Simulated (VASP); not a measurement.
A run of VASP 6.6.1:

The input INCAR:

```
SYSTEM = Ti2BN
ALGO = Normal
EDIFF = 1E-6
ENCUT = 520
ISIF = 2
ISMEAR = 0
KPAR = 4
LASPH = .True.
LCHARG = .False.
LMIXTAU = .True.
LREAL = .False.
LWAVE = .False.
METAGGA = R2SCAN
NBANDS = 42
NELM = 150
PREC = Accurate
SIGMA = 0.1
```

File KPOINTS:

```
k-points
0
Gamma
  10 10 10
  0 0 0
```

File POSCAR:

```
Ti2BN                                   
1.0
   -2.1882800986      2.1882800986      4.3539857017
    2.1882800986     -2.1882800986      4.3539857017
    2.1882800986      2.1882800986     -4.3539857017
  Ti              B               N             
     4     2     2
Direct
     0.7423543218851094    0.7423543218851094    0.0000000000000000
     0.0076456781148906    0.5076456781148906    0.5000000000000000
     0.4923543218851094    0.9923543218851094    0.5000000000000000
     0.2576456781148906    0.2576456781148906    0.0000000000000000
     0.7500000000000000    0.2500000000000000    0.5000000000000000
     0.0000000000000000    0.0000000000000000    0.0000000000000000
     0.5000000000000000    0.5000000000000000    0.0000000000000000
     0.2500000000000000    0.7500000000000000    0.5000000000000000
```

Potentials or basis: VASP PAW PBE potentials, release 64 (Ti_sv, B, N).

Run with:

```console
$ cat potpaw_PBE.64/Ti_sv/POTCAR potpaw_PBE.64/B/POTCAR potpaw_PBE.64/N/POTCAR > POTCAR
$ mpirun -np 4 vasp_std > vasp.out
```

Hardware: 4 MPI ranks on Intel(R) Xeon(R) Platinum 8488C (Sapphire Rapids) (shared host).

Task: How long does it take, and how much memory?

Result: Run time: 7.3 min on 4 MPI ranks on Intel(R) Xeon(R) Platinum 8488C (Sapphire Rapids) (shared host), peak memory 0.45 GiB a rank. Counts: scf iterations 21, k points 102.
